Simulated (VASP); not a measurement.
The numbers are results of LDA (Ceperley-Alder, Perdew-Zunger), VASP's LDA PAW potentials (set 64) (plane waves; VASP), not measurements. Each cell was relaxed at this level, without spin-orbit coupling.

Q: Which of these comes out without a gap?
A) Zn, P6_3/mmc (194)
B) SrO, Fm-3m (225)
C) BN, F-43m (216)
D) BN, P6_3/mmc (194)

A: A, Zn, P6_3/mmc (194). The others have gaps of 4.37 eV (BN, F-43m (216)), 3.07 eV (SrO, Fm-3m (225)), 4.00 eV (BN, P6_3/mmc (194)).
